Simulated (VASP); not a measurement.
Consider the following.

```
Sc
1.0
    1.65500    -2.86654     0.00000
    1.65500     2.86654     0.00000
    0.00000     0.00000     5.27000
Sc
2
Direct
  0.33333   0.66667   0.25000
  0.66667   0.33333   0.75000
```

Calculation: optB86b-vdW, VASP's PBE PAW potentials (set 64) (plane waves; VASP). Settings: 520 eV cut-off, 11×11×6 Γ-centred mesh, first-order Methfessel-Paxton smearing of 0.10 eV, potentials Sc_sv.

Energy and stress use the plane-wave basis of the starting cell.

Task: The ions, cell shape and volume are relaxed. What does this cell relax into?

Result: 
```
Sc
1.0
    1.64204    -2.84410     0.00000
    1.64204     2.84410     0.00000
    0.00000     0.00000     5.09690
Sc
2
Direct
  0.33333   0.66667   0.25000
  0.66667   0.33333   0.75000
```
Space group P6_3/mmc (194), at a tolerance of 0.03 Å.

Task: How do energy and volume change from the first to the last step?

Result: The energy (σ→0) changes by -12.3 meV/atom and the volume by -4.8 %, in 6 ionic steps.

The compound is Sc in the hcp structure. This run relaxes it. Symmetry was kept, so distortions that lower it aren't found.
